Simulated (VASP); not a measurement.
Set up this calculation in VASP 6.6.1, as the native input.

```
Task                   : single point
Functional             : PBE
Potentials or basis    : VASP PAW PBE potentials, release 64 (W_sv, Cu)
Cutoff                 : 520 eV
k mesh                 : 6 × 6 × 6
Occupations            : fermi-dirac, width 0.1 eV
Spin                   : no spin polarisation
Dipole correction      : no
Further INCAR settings : ALGO = Normal; EDIFF = 1e-06; NBANDS = 20
```

The structure of CuW lies in POSCAR:

```
CuW
1.0
    3.0374233486      0.0000000000      0.0000000000
    0.0000000000      3.0374233486      0.0000000000
    0.0000000000      0.0000000000      3.0374233486
W Cu
1 1
Direct
    0.0000000000      0.0000000000      0.0000000000
    0.5000000000      0.5000000000      0.5000000000
```

The cell was built by a generator and needn't be a form met in nature.

One way to write it, as run:

INCAR

```
  PREC = Accurate
  ENCUT = 520
  EDIFF = 1E-6
  ISMEAR = -1
  SIGMA = 0.1
  LREAL = False
  LASPH = True
  NELM = 60
  ALGO = Normal
  ISIF = 2
  LWAVE = False
  LCHARG = False
  GGA = PE
  NBANDS = 20
```

KPOINTS

```
regular mesh
0
Gamma
  6 6 6
```

Potentials or basis: VASP PAW PBE potentials, release 64 (W_sv, Cu).

Run with:

```bash
$ cat potpaw_PBE.64/W_sv/POTCAR potpaw_PBE.64/Cu/POTCAR > POTCAR
$ mpirun -np 1 vasp_std > vasp.out
```

Results of the run:

```json
{"Pressure": "0.6 GPa", "Band gap on the k mesh": "none (metal or under the smearing width)"}
```

It used 6.3 s of CPU time on 1 thread of Intel(R) Xeon(R) Platinum 8488C (Sapphire Rapids), with other jobs on the host, which was overloaded at the time.
